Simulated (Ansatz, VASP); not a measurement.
# TiAl3 in two plane-wave programs

Aim: how closely do two programs agree when they are given the same cell, functional and k mesh? The cell is taken from a series of runs on this material, whose earlier steps may have relaxed, scaled, displaced or heated it; both programs get it as it stands.

Calculated with Ansatz 0.2.0; plane waves, with VASP 6.6.1 beside it; PBEsol.

## 1. The structure

It takes space group I4/mmm (No. 139, tetragonal). The conventional cell has a = 3.863 Å, b = 3.863 Å, c = 8.674 Å, α = 90.00°, β = 90.00°, γ = 90.00°. Nearest to Al lie 4 Ti at 2.73 Å and 8 Al at 2.90 Å. Nearest to Al lie 8 Al at 2.73 to 2.90 Å and 4 Ti at 2.90 Å. Nearest to Ti lie 12 Al at 2.73 to 2.90 Å. Farther neighbours are not listed.

## 2. Ansatz: zone-centre phonons, PBEsol

Ansatz runs on its PAW soft_1 files.

Second derivatives magnify differences that forces hide, and they need a tight electronic threshold.

input.yaml reads:

```yaml
crystal:
  lattice:
    - [-1.9316880091, 1.9316880091, 4.3368907468]
    - [1.9316880091, -1.9316880091, 4.3368907468]
    - [1.9316880091, 1.9316880091, -4.3368907468]
  atoms:
    - { symbol: Al, position: [0.5, 0.5, 0.0] }
    - { symbol: Al, position: [0.75, 0.25, 0.5] }
    - { symbol: Al, position: [0.25, 0.75, 0.5] }
    - { symbol: Ti, position: [0.0, 0.0, 0.0] }
kpoints:
  mp_grid: { grid: [16, 16, 16] }
hamiltonian:
  xc: pbesol
  pseudopotentials: { kind: paw, azcp: { folder: soft_1 }, xc_functional: pbe }
scf:
  occupations: { method: methfessel_paxton, width: 0.2 }
output:
  eigenvalues: true
phonons:
  method: dfpt
```

Started as:

```console
> ansatz run input.yaml --threads 4 --pin off --max-ram 16384MiB --backend cpu --events-out ev --progress --plain --runs-dir out
```

Numbers of over 12 decimals in the logs are rounded to 6 here.

The program printed:

```text
zone centre: on kpoints.mp_grid the ground state, and the responses unless they are solved on pairs of k-points, stand on 621 of the mesh's 4096 k-points, reduced under 4 symmetry operations, with k and −k counted as one. Each operation leaves every solved displacement unchanged or reverses it
Engine: ansatz 0.2.0, aarch64-unknown-linux-gnu
Pseudopotentials: kind: paw
Pseudopotential: Al, paw, valence charge 3, recommended cutoff 420 eV (normal), soft_1/Al.paw.azcp
Pseudopotential: Ti, paw, valence charge 12, recommended cutoff 420 eV (normal), soft_1/Ti.paw.azcp
Functional definition: PBEsol
  exchange = pbesol_x
  correlation = pbesol_c
Crystal: 4 atoms, lattice volume = 64.731 Å³
Basis set: ecut = 420 eV, 1299 PW (Γ), exchange–correlation on 72×72×72 points (8 copies of the dense FFT grid, shifted against one another)
Bands: 15, of which v1, the nominal top of the filled ones, is band 11 counted from 1 (10 counted from 0)
Symmetry: 16 space group operations
k-points: 621 of 4096 (irreducible under 4 space group operations, time reversal used)
Non-local potential: Al, projectors of the file, l = 0: 2, l = 1: 2, l = 2: 1
Non-local potential: Ti, projectors of the file, l = 0: 3, l = 1: 2, l = 2: 3, l = 3: 1
PAW form: soft (Blöchl's): semilocal exchange-correlation on the pseudo side does not see the compensation charge
PAW frozen core: Al, regenerated for the run's functional, and the local potential with it (the file was generated under x = pbe(κ = 0.804, μ = 0.219515), c = pbe(β = 0.066725))
PAW frozen core: Ti, regenerated for the run's functional, and the local potential with it (the file was generated under x = pbe(κ = 0.804, μ = 0.219515), c = pbe(β = 0.066725))
PAW one-centre angular grid: Al, 110 points (default); XC on 64 Gauss nodes
PAW one-centre angular grid: Ti, 590 points (default); XC on 64 Gauss nodes
Initial density: superposition of atomic densities (chi_scale 0.1, normalization cell, long waves kept (reshape's long-wave potential 0.00 eV rms))
Initial wavefunctions: pseudopotential atomic-orbital guess
Functional: x = pbesol(κ = 0.804, μ = 0.123457), c = pbesol(β = 0.046)
SCF iter   1: F=—  HF=-4049.468721 eV  |F-HF|=—  |Δ(HF+E_count)|=         —  Δρ=3.00e-2  dr2=6.68e-1  ethr=3.10e-3  ⟨swp⟩=5.1  Hψ=47168  notcnv=0
preconditioner: auto → Kerker (q_TF=auto, 2.262 Å⁻¹)  [metal: Δε(μ)=0.006 eV  Ē_g=5.446 eV  σ=0.200 eV  W_gap=0.03  n_scr=10 (ndim 8)  ℏωp=16.6 eV  f_vac=0.000  D(μ)=1.66/eV (n_scr^D=10)]
SCF iter   2: F=—  HF=-4049.279752 eV  |F-HF|=—  |Δ(HF+E_count)|=   1.89e-1  S|Δr|=    0.00e0  Δρ=1.85e-2  dr2=2.91e-1  ethr=3.10e-3  ⟨swp⟩=2.0  Hψ=16695  notcnv=0
SCF iter   3: F=—  HF=-4049.133077 eV  |F-HF|=—  |Δ(HF+E_count)|=   1.47e-1  S|Δr|=    0.00e0  Δρ=2.22e-3  dr2=3.68e-3  ethr=1.38e-3  ⟨swp⟩=2.8  Hψ=15604  notcnv=0
SCF iter   4: F=—  HF=-4049.131374 eV  |F-HF|=—  |Δ(HF+E_count)|=   1.70e-3  S|Δr|=    0.00e0  Δρ=4.99e-4  dr2=1.28e-4  ethr=1.75e-5  ⟨swp⟩=2.8  Hψ=14688  notcnv=0
SCF iter   5: F=—  HF=-4049.131334 eV  |F-HF|=—  |Δ(HF+E_count)|=   3.94e-5  S|Δr|=    0.00e0  Δρ=7.66e-5  dr2=5.86e-6  ethr=6.12e-7  ⟨swp⟩=2.0  Hψ=13347  notcnv=0
SCF iter   6: F=—  HF=-4049.131336 eV  |F-HF|=—  |Δ(HF+E_count)|=   2.07e-6  S|Δr|=    0.00e0  Δρ=1.51e-5  dr2=1.39e-7  ethr=2.79e-8  ⟨swp⟩=2.1  Hψ=11154  notcnv=0
SCF iter   7: F=—  HF=-4049.131335 eV  |F-HF|=—  |Δ(HF+E_count)|=   1.05e-6  S|Δr|=    0.00e0  Δρ=2.84e-6  dr2=4.50e-9  ethr=6.60e-10  ⟨swp⟩=2.7  Hψ=15012  notcnv=0
SCF iter   8: F=—  HF=-4049.131335 eV  |F-HF|=—  |Δ(HF+E_count)|=   1.22e-9  S|Δr|=    0.00e0  Δρ=7.23e-7  dr2=4.28e-10  ethr=2.15e-11  ⟨swp⟩=2.9  Hψ=16056  notcnv=0
SCF iter   9: F=-4049.131335 eV  HF=-4049.131335 eV  |F-HF|=2.73e-12  |Δ(HF+E_count)|=  7.00e-11  S|Δr|=    0.00e0  Δρ=1.11e-7  dr2=6.76e-12  ethr=1.00e-12  ⟨swp⟩=4.0  Hψ=38686  notcnv=0
the search or the solves at the SCF's close seem to have found levels that the self-consistency loop had missed (the run counts 6). By its estimate they hold under 1e-12 electrons; where the run keeps them, the occupations were computed again with them
SCF 1 converged in 9 iterations: F = -4049.131335 eV  dr2 = 6.76e-12
  greatest PAW one-centre occupation: 0.998 electrons in one spin orbital (limit 2), on the Ti atom at site 3 (counted from 0), in its partial waves of l = 0
DFPT response loops at Γ: preconditioner auto → Kerker (q_TF=auto, 2.262 Å⁻¹) (partly filled bands, converged f_vac=0.000); β = 1.00, the filter's whole step (`scf.mixing.beta` (0.50) is not read by the response loops under this deck's `scf.mixing.preconditioner`; to damp them name `kerker` or `kerker_dos`, under which they read `scf.mixing.beta`, and type it under 1.00, their step now; both keys bind the ground state too); Broyden in place of MSR1
SCF converged after 9 iterations
Stability not checked: this state was not tested for a lower state beside it, because cold or Methfessel-Paxton smearing, or corrected tetrahedra, fill the levels in a way that the test cannot read (fill_not_monotonic; see scf.lower_state_search)
Free energy (F): -4049.131335 eV
Harris-Foulkes:  -4049.131335 eV  (|F-HF|=2.73e-12)
Internal energy: -4049.132589 eV  (E = F + TS)
E sigma→0 (E₀):  -4049.131649 eV
Entropy (-TS):   0.001254 eV (0.313 meV/atom)
Fermi energy:    9.200267 eV
Step filling:    the computed levels leave a gap of 0.0056 eV = 0.0 smearing widths at the electron count; against every level under it full and every level over it empty, smearing changes F+E_penalty+E_count by +0.247 meV and its σ→0 estimate by -0.066 meV
--- Per-component energies (eV) ---
  E_band       = -159.222598
  E_kinetic    = 348.731825
  E_local      = -1263.686621  (includes V_loc(G=0)·N_el)
  E_nonlocal   = 93.294439
  E_hartree    = 539.898902
  E_xc         = -227.872147
  E_vxc        = -233.541545  (∫ρ·V_xc dr)
  E_paw        = -2387.742192  (= ΣΔE_a)
  E_vpaw       = -183.818363  (= ΣTr[D̂ρ^β])
  E_aug_tail   = -0.000087  (compensation charges beyond the density's cutoff)
  E_ewald      = -1151.953510
  E_core_change = 0.196802  (= ΣΔE_core)
  E_smearing   = 0.001254  (= −TS)
  E_closure    = -0.000000  (closes the sum)
  Σ components = -4049.131335   (vs F -4049.131335, Δ=0.00e0)
--- Band table (eV; the first three rows and the last of 621) ---
  k-point 0: bands = [... 7 lower, 7.8464, 8.0161, 8.0161, 10.0190, 10.8985, 10.8985, 11.4238, 11.4754]
  k-point 1: bands = [... 7 lower, 7.7554, 7.7563, 8.0050, 9.6451, 10.9839, 11.0139, 11.2664, 11.7184]
  k-point 2: bands = [... 7 lower, 7.1809, 7.5346, 7.9800, 8.8967, 11.0817, 11.1574, 11.1644, 12.0720]
  k-point 620: bands = [... 7 lower, 8.2963, 8.2963, 8.9712, 9.8938, 9.8938, 10.1295, 12.2009, 13.7006]
--- Phonons (Γ-DFPT): 6 representative perturbations + reference, on 621 of 4096 k-points (Σ response iterations 18) ---
  k mesh reduced under 4 symmetry operations, with k and −k counted as one. Each operation leaves every solved displacement unchanged or reverses it
  ASR residual: 2.845e-5 → 0.000e0 eV/Å²; symmetrization residual: 3.902e-6 eV/Å²
  ASR residual per site (eV/Å²): 1.98e-5 1.22e-5 1.22e-5 2.84e-5
  Γ frequencies (cm⁻¹): 0.00 0.00 0.00 190.83 212.21 212.21 243.30 304.89 321.25 321.25 331.23 331.23
  non-analytic LO–TO correction: not included (Born effective charges unavailable; polar crystals: no LO–TO splitting at Γ)
```

The column dr2 measures how far the density is from self-consistency, as an energy; F and HF (Harris–Foulkes) agree once it is small.

## 3. VASP: zone-centre phonons, PBEsol

The same cell, functional, mesh and smearing now go to VASP, with its own data sets.

Lines of VASP's logs that name or quote its potential files are left out, and so is its time.

INCAR reads:

```
SYSTEM = TiAl3
PREC = Accurate
ENCUT = 500
EDIFF = 1E-08
NELM = 120
ISMEAR = 1
SIGMA = 0.2
LREAL = .FALSE.
ALGO = Normal
GGA = PS
NBANDS = 16
LASPH = .TRUE.
LORBIT = 11
LWAVE = .FALSE.
LCHARG = .FALSE.
ISIF = 2
IBRION = 8
GGA_COMPAT = .FALSE.
KPAR = 2
```

POSCAR reads:

```
TiAl3
1.0
   -1.9316880091      1.9316880091      4.3368907468
    1.9316880091     -1.9316880091      4.3368907468
    1.9316880091      1.9316880091     -4.3368907468
Al Ti
3 1
Direct
    0.5000000000      0.5000000000      0.0000000000
    0.7500000000      0.2500000000      0.5000000000
    0.2500000000      0.7500000000      0.5000000000
    0.0000000000      0.0000000000      0.0000000000
```

KPOINTS reads:

```
Automatic mesh
0
Gamma
16 16 16
0 0 0
```

PAW data sets: Al and Ti_sv (PBE family, release 64).

Started as:

```console
> mpirun -np 2 vasp_std
```

The program printed:

```text
[banner, memory and clock lines left out]
running    2 mpi-ranks, on    1 nodes
 distrk:  each k-point on    1 cores,    2 groups
 distr:  one band on    1 cores,    1 groups

 POSCAR found type information on POSCAR AlTi
 POSCAR found :  2 types and       4 ions
|                                                                             |
|               ----> ADVICE to this user running VASP <----                  |
|                                                                             |
|     You enforced a specific xc type in the INCAR file but a different       |
|     [... a line on the potential file left out ...]
|     I HOPE YOU KNOW WHAT YOU ARE DOING!                                     |
|                                                                             |

 LDA part: xc-table for (Slater+PW92), standard interpolation
 POSCAR, INCAR and KPOINTS ok, starting setup
 FFT: planning ... GRIDC
 FFT: planning ... GRID_SOFT
 FFT: planning ... GRID
 WAVECAR not read
 entering main loop
       N       E                     dE             d eps       ncg     rms          rms(c)
DAV:   1     0.111819944949E+03    0.11182E+03   -0.91367E+03 11168   0.117E+03
DAV:   2    -0.162009965303E+02   -0.12802E+03   -0.12608E+03 11520   0.302E+02
DAV:   3    -0.241940188228E+02   -0.79930E+01   -0.78213E+01 19120   0.677E+01
DAV:   4    -0.243627143565E+02   -0.16870E+00   -0.16858E+00 12744   0.988E+00
DAV:   5    -0.243692570225E+02   -0.65427E-02   -0.65424E-02 18552   0.184E+00    0.110E+01
DAV:   6    -0.230744849050E+02    0.12948E+01   -0.30450E+01 16848   0.398E+01    0.710E+00
DAV:   7    -0.222908494293E+02    0.78364E+00   -0.10187E+01 14776   0.227E+01    0.301E+00
DAV:   8    -0.222546530463E+02    0.36196E-01   -0.16243E+00 14384   0.982E+00    0.185E+00
DAV:   9    -0.221978222899E+02    0.56831E-01   -0.50437E-01 15320   0.533E+00    0.233E-01
DAV:  10    -0.221996661097E+02   -0.18438E-02   -0.10652E-02 13880   0.760E-01    0.310E-01
DAV:  11    -0.221976446208E+02    0.20215E-02   -0.10392E-02 16384   0.670E-01    0.515E-02
DAV:  12    -0.221976342249E+02    0.10396E-04   -0.27084E-04 14792   0.122E-01    0.334E-02
DAV:  13    -0.221976346120E+02   -0.38713E-06   -0.44115E-06 13160   0.166E-02    0.366E-02
DAV:  14    -0.221976359441E+02   -0.13320E-05   -0.74825E-05 16816   0.619E-02    0.246E-02
DAV:  15    -0.221976321898E+02    0.37542E-05   -0.15119E-05 15376   0.288E-02    0.149E-02
DAV:  16    -0.221976320577E+02    0.13214E-06   -0.57163E-07 15200   0.556E-03    0.122E-02
DAV:  17    -0.221976320102E+02    0.47494E-07   -0.68900E-08 15168   0.196E-03    0.899E-03
DAV:  18    -0.221976319773E+02    0.32916E-07   -0.74282E-08 14872   0.210E-03    0.654E-03
DAV:  19    -0.221976319817E+02   -0.44715E-08   -0.95913E-08 14640   0.247E-03
   1 F= -.22197632E+02 E0= -.22198051E+02  d E =0.125707E-02
 Linear response reoptimize wavefunctions to high precision
DAV:   1    -0.221976320015E+02   -0.19741E-07   -0.40708E-08 14800   0.159E-03
DAV:   2    -0.221976320015E+02   -0.47748E-10   -0.49601E-10  6808   0.186E-04
 Linear response DOF=           6
 Linear response progress:
  Degree of freedom:   1/  6
       N       E                     dE             d eps       ncg     rms          rms(c)
RMM:   1    -0.877618685987E-02   -0.87762E-02    0.21017E-03 37125   0.124E+00
RMM:   2    -0.726455382164E-02    0.15116E-02   -0.17430E-03 40736   0.240E-01    0.437E-02
RMM:   3    -0.730807729480E-02   -0.43523E-04   -0.33981E-04 44323   0.102E-01    0.241E-02
RMM:   4    -0.741122424827E-02   -0.10315E-03   -0.95822E-05 44102   0.508E-02    0.720E-03
RMM:   5    -0.742069282354E-02   -0.94686E-05   -0.11049E-05 48009   0.182E-02    0.342E-03
RMM:   6    -0.742830676288E-02   -0.76139E-05   -0.16908E-06 50172   0.736E-03    0.737E-04
RMM:   7    -0.742913496505E-02   -0.82820E-06   -0.29255E-07 48382   0.292E-03    0.410E-04
RMM:   8    -0.742923453570E-02   -0.99571E-07   -0.10246E-07 47398   0.156E-03    0.161E-04
RMM:   9    -0.742926148777E-02   -0.26952E-07   -0.96039E-09 52707   0.532E-04    0.132E-04
RMM:  10    -0.742935056119E-02   -0.89073E-07   -0.12043E-08 47152   0.307E-04    0.314E-05
RMM:  11    -0.742928825386E-02    0.62307E-07   -0.85963E-09 50639   0.138E-04    0.103E-05
RMM:  12    -0.742929183112E-02   -0.35773E-08   -0.71649E-09 52964   0.569E-05    0.307E-06
 first order change of Fermi-energy   0.15284E-03
 force on displaced ion       1 direction 1 :  -7.686   0.000  -0.000
 Linear response progress:
  Degree of freedom:   2/  6
       N       E                     dE             d eps       ncg     rms          rms(c)
RMM:   1    -0.103717432682E-01   -0.10372E-01    0.74532E-03 26484   0.674E-01
RMM:   2    -0.804059850443E-02    0.23311E-02   -0.14795E-03 24553   0.190E-01    0.430E-02
RMM:   3    -0.799573310779E-02    0.44865E-04   -0.44640E-04 24378   0.881E-02    0.203E-02
RMM:   4    -0.802587972737E-02   -0.30147E-04   -0.11859E-04 24506   0.424E-02    0.735E-03
RMM:   5    -0.801706989541E-02    0.88098E-05   -0.12664E-05 25462   0.161E-02    0.221E-03
RMM:   6    -0.801818812350E-02   -0.11182E-05   -0.28431E-06 27113   0.631E-03    0.631E-04
RMM:   7    -0.801690806436E-02    0.12801E-05   -0.63048E-07 26537   0.280E-03    0.340E-04
RMM:   8    -0.801650776423E-02    0.40030E-06   -0.87294E-08 27713   0.140E-03    0.146E-04
[...]
RMM:   6    -0.723715841998E-02   -0.57625E-05   -0.23352E-06 91574   0.625E-03    0.751E-04
RMM:   7    -0.723606568680E-02    0.10927E-05   -0.47624E-07 89336   0.224E-03    0.187E-04
RMM:   8    -0.723645869605E-02   -0.39301E-06   -0.17685E-07 90523   0.926E-04    0.105E-04
RMM:   9    -0.723674128041E-02   -0.28258E-06    0.42381E-08 91958   0.421E-04    0.498E-05
RMM:  10    -0.723675115972E-02   -0.98793E-08    0.39631E-08 90197   0.202E-04    0.957E-06
 first order change of Fermi-energy  -0.15338E-04
 force on displaced ion       2 direction 1 :  -6.460  -0.000   0.000
 Linear response progress:
  Degree of freedom:   4/  6
       N       E                     dE             d eps       ncg     rms          rms(c)
RMM:   1    -0.107123793616E-01   -0.10712E-01    0.63171E-03 42838   0.112E+00
RMM:   2    -0.844807058304E-02    0.22643E-02   -0.16396E-03 44010   0.246E-01    0.540E-02
RMM:   3    -0.840634025501E-02    0.41730E-04   -0.48409E-04 43621   0.116E-01    0.265E-02
RMM:   4    -0.847713965022E-02   -0.70799E-04   -0.14700E-04 45026   0.588E-02    0.921E-03
RMM:   5    -0.847938933950E-02   -0.22497E-05   -0.15811E-05 47569   0.230E-02    0.324E-03
RMM:   6    -0.848695728994E-02   -0.75680E-05   -0.30453E-06 50784   0.983E-03    0.105E-03
RMM:   7    -0.848632898089E-02    0.62831E-06   -0.53908E-07 49456   0.385E-03    0.545E-04
RMM:   8    -0.848594099970E-02    0.38798E-06   -0.18779E-07 48752   0.181E-03    0.219E-04
RMM:   9    -0.848622028934E-02   -0.27929E-06   -0.27512E-08 51672   0.728E-04    0.108E-04
RMM:  10    -0.848626879770E-02   -0.48508E-07   -0.10515E-08 50398   0.329E-04    0.294E-05
RMM:  11    -0.848627905784E-02   -0.10260E-07   -0.11373E-08 51765   0.150E-04    0.777E-06
RMM:  12    -0.848628151503E-02   -0.24572E-08   -0.99171E-10 52867   0.662E-05    0.281E-06
 first order change of Fermi-energy  -0.30425E-03
 force on displaced ion       2 direction 3 :  -0.000   0.000  -5.649
 Linear response progress:
  Degree of freedom:   5/  6
       N       E                     dE             d eps       ncg     rms          rms(c)
RMM:   1    -0.803507675265E+00   -0.80351E+00    0.70370E+00 20038   0.143E+02
RMM:   2    -0.707750068728E+00    0.95758E-01   -0.53318E-01 34608   0.585E+00    0.167E-01
RMM:   3    -0.706073761511E+00    0.16763E-02   -0.26918E-02 39796   0.128E+00    0.775E-02
RMM:   4    -0.706816222353E+00   -0.74246E-03   -0.19013E-02 47113   0.567E-01    0.381E-02
RMM:   5    -0.708206144777E+00   -0.13899E-02   -0.82466E-04 46265   0.157E-01    0.154E-02
RMM:   6    -0.708608167099E+00   -0.40202E-03   -0.22802E-04 47944   0.683E-02    0.370E-03
RMM:   7    -0.708534446472E+00    0.73721E-04   -0.39453E-05 49516   0.248E-02    0.308E-03
RMM:   8    -0.708609489655E+00   -0.75043E-04   -0.16153E-05 48406   0.121E-02    0.111E-03
RMM:   9    -0.708641578882E+00   -0.32089E-04   -0.73692E-06 50318   0.587E-03    0.151E-04
RMM:  10    -0.708637998152E+00    0.35807E-05   -0.55520E-06 52319   0.317E-03    0.131E-04
RMM:  11    -0.708641929785E+00   -0.39316E-05   -0.39705E-06 50313   0.191E-03    0.375E-05
RMM:  12    -0.708643597805E+00   -0.16680E-05   -0.31488E-06 52470   0.138E-03    0.106E-05
RMM:  13    -0.708644144631E+00   -0.54683E-06   -0.26119E-06 50933   0.106E-03    0.949E-06
RMM:  14    -0.708644531093E+00   -0.38646E-06   -0.20102E-06 48234   0.881E-04    0.692E-06
RMM:  15    -0.708644187994E+00    0.34310E-06   -0.17316E-06 47300   0.746E-04    0.673E-06
RMM:  16    -0.708644342647E+00   -0.15465E-06   -0.14165E-06 48547   0.641E-04    0.615E-06
RMM:  17    -0.708644229165E+00    0.11348E-06   -0.11929E-06 44294   0.567E-04    0.143E-05
RMM:  18    -0.708644484254E+00   -0.25509E-06   -0.99169E-07 41622   0.506E-04    0.896E-06
RMM:  19    -0.708644562135E+00   -0.77881E-07   -0.82942E-07 45511   0.440E-04    0.858E-06
RMM:  20    -0.708644631500E+00   -0.69365E-07   -0.70641E-07 42837   0.391E-04    0.757E-06
RMM:  21    -0.708644652114E+00   -0.20614E-07   -0.59874E-07 44885   0.345E-04    0.893E-06
 first order change of Fermi-energy  -0.24231E-03
 force on displaced ion       4 direction 1 :  -9.076  -0.000  -0.000
 Linear response progress:
  Degree of freedom:   6/  6
       N       E                     dE             d eps       ncg     rms          rms(c)
RMM:   1    -0.750235752626E+00   -0.75024E+00    0.16763E+01 11348   0.148E+02
RMM:   2    -0.655995706275E+00    0.94240E-01   -0.58491E-01 19032   0.593E+00    0.173E-01
RMM:   3    -0.654442581552E+00    0.15531E-02   -0.28091E-02 22084   0.129E+00    0.762E-02
RMM:   4    -0.654970061341E+00   -0.52748E-03   -0.19208E-02 25802   0.566E-01    0.336E-02
RMM:   5    -0.656071387731E+00   -0.11013E-02   -0.68724E-04 25531   0.148E-01    0.149E-02
RMM:   6    -0.656483724289E+00   -0.41234E-03   -0.23047E-04 26322   0.661E-02    0.425E-03
RMM:   7    -0.656544565080E+00   -0.60841E-04   -0.36808E-05 27519   0.231E-02    0.231E-03
RMM:   8    -0.656592877010E+00   -0.48312E-04   -0.17247E-05 26159   0.115E-02    0.940E-04
RMM:   9    -0.656622334905E+00   -0.29458E-04   -0.96422E-06 27676   0.570E-03    0.383E-04
RMM:  10    -0.656609738462E+00    0.12596E-04   -0.74036E-06 27472   0.325E-03    0.665E-05
RMM:  11    -0.656610986023E+00   -0.12476E-05   -0.59335E-06 28311   0.207E-03    0.441E-05
RMM:  12    -0.656612083836E+00   -0.10978E-05   -0.52301E-06 26617   0.160E-03    0.183E-05
RMM:  13    -0.656612577328E+00   -0.49349E-06   -0.46081E-06 27664   0.129E-03    0.884E-06
RMM:  14    -0.656612657474E+00   -0.80146E-07   -0.40716E-06 29097   0.110E-03    0.132E-05
[...]
RMM:  36    -0.656613330323E+00    0.27549E-09   -0.10301E-06 10479   0.217E-04    0.125E-05
RMM:  37    -0.656613334569E+00   -0.42459E-08   -0.10265E-06  9003   0.207E-04    0.131E-05
RMM:  38    -0.656613334216E+00    0.35322E-09   -0.10002E-06 18251   0.199E-04    0.147E-05
RMM:  39    -0.656613338609E+00   -0.43927E-08   -0.99949E-07  7611   0.190E-04    0.155E-05
RMM:  40    -0.656613337159E+00    0.14497E-08   -0.98912E-07 25131   0.185E-04    0.180E-05
RMM:  41    -0.656613340346E+00   -0.31870E-08   -0.99078E-07 20958   0.175E-04    0.197E-05
RMM:  42    -0.656613341944E+00   -0.15979E-08   -0.98821E-07  8572   0.166E-04    0.204E-05
RMM:  43    -0.656613346701E+00   -0.47568E-08   -0.98247E-07  7808   0.159E-04    0.210E-05
 first order change of Fermi-energy   0.37942E-03
 force on displaced ion       4 direction 3 :  -0.000  -0.000  -6.858
 Linear response finished
```

[end of part 1 of 2]

[Lines on the potential files, build, host, timing and source positions are cut from VASP's logs without a mark.]

[Logs are printed without paths, hosts, clocks, repeated set-up lines and the standing remarks that a program may print on its own settings, such as how far it seeks lower states.]

[Hosts, paths, dates, database ids (printed as entryN), source tags and the programs' standing remarks are cut or masked in the printed files.]
